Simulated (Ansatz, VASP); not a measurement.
Ba2CBrO6: VASP beside Ansatz

```
CELL_PARAMETERS angstrom
0.00000 4.08488 4.08488
4.08488 0.00000 4.08488
4.08488 4.08488 0.00000
ATOMIC_POSITIONS crystal
Br 0.50000 0.50000 0.50000
O 0.76500 0.23500 0.23500
O 0.23500 0.76500 0.23500
O 0.23500 0.76500 0.76500
O 0.76500 0.23500 0.76500
O 0.23500 0.23500 0.76500
O 0.76500 0.76500 0.23500
C 0.00000 0.00000 0.00000
Ba 0.25000 0.25000 0.25000
Ba 0.75000 0.75000 0.75000
```

The cell was built by a generator and needn't be a form met in nature.

Alike in both runs: task single point; functional r2SCAN; k mesh 4 × 4 × 4; no spin polarisation.

|  | VASP | Ansatz |
| --- | --- | --- |
| version | VASP 6.6.1 | Ansatz 0.2.0 |
| potentials or method | VASP PAW PBE potentials, release 64 (Br, O, C, Ba_sv) | PAW plane waves |
| plane-wave cutoff (eV) | 520 | 800 |
| occupations | fermi-dirac, width 0.1 eV | fermi-dirac |
| valence electrons in the cell | 67 | 67 |

```csv
,VASP,Ansatz,Ansatz less VASP
gap on the k mesh at the Fermi level (eV),none,none,-
pressure (GPa),-8.7,-9.8,-1.07
rms of the force components (eV/Å),0.188,0.181,-0.0069
```

Atom by atom the forces differ by 0.007 eV/Å (rms over components). A gap of «none» marks a metal or a gap that the smearing closes.

Caveats: the PAW data sets were made with another functional, which shifts forces and pressure a little (VASP); an odd number of electrons without spin polarisation forces a metal; a magnetic or distorted state may lie lower. The runs have no spin-orbit coupling, so splittings on Ba are missing.
